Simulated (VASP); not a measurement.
Elastic constants (GPa) of a crystal from PBEsol GGA, VASP's PBE PAW potentials (set 64) (VASP 6.6.1):

|  | xx | yy | zz | yz | xz | xy |
|---|---|---|---|---|---|---|
| xx | 132.5 | 44.6 | 44.6 | 0.0 | 0.0 | 0.0 |
| yy | 44.6 | 132.5 | 44.6 | 0.0 | 0.0 | 0.0 |
| zz | 44.6 | 44.6 | 132.5 | 0.0 | 0.0 | 0.0 |
| yz | 0.0 | 0.0 | 0.0 | 62.5 | 0.0 | 0.0 |
| xz | 0.0 | 0.0 | 0.0 | 0.0 | 62.5 | 0.0 |
| xy | 0.0 | 0.0 | 0.0 | 0.0 | 0.0 | 62.5 |

**Question.** Work out the Voigt, Reuss and Hill moduli, Young's modulus and Poisson's ratio.

**Answer.** All eigenvalues are positive (smallest 62.5 GPa), so the crystal is stable. K_V = (C11+C22+C33+2(C12+C13+C23))/9 = (397.5 + 2×133.8)/9 = 73.9 GPa; G_V = (397.5 − 133.8 + 3×187.5)/15 = 55.1 GPa. From the compliances, K_R = 73.9 GPa and G_R = 53.5 GPa. Hill: K = 73.9 GPa, G = 54.3 GPa, E = 9KG/(3K+G) = 130.8 GPa, ν = (3K−2G)/(2(3K+G)) = 0.205. K/G = 1.36, below Pugh's 1.75; universal anisotropy A^U = 0.15.

**Question.** With a density of 2.68 g/cm³, what are the mean sound speeds?

**Answer.** v_l = √((K+4G/3)/ρ) = 7.38 km/s and v_t = √(G/ρ) = 4.50 km/s. The crystal is LiF (rock salt), cubic.

The compound is LiF in the rock salt structure. It was relaxed first.
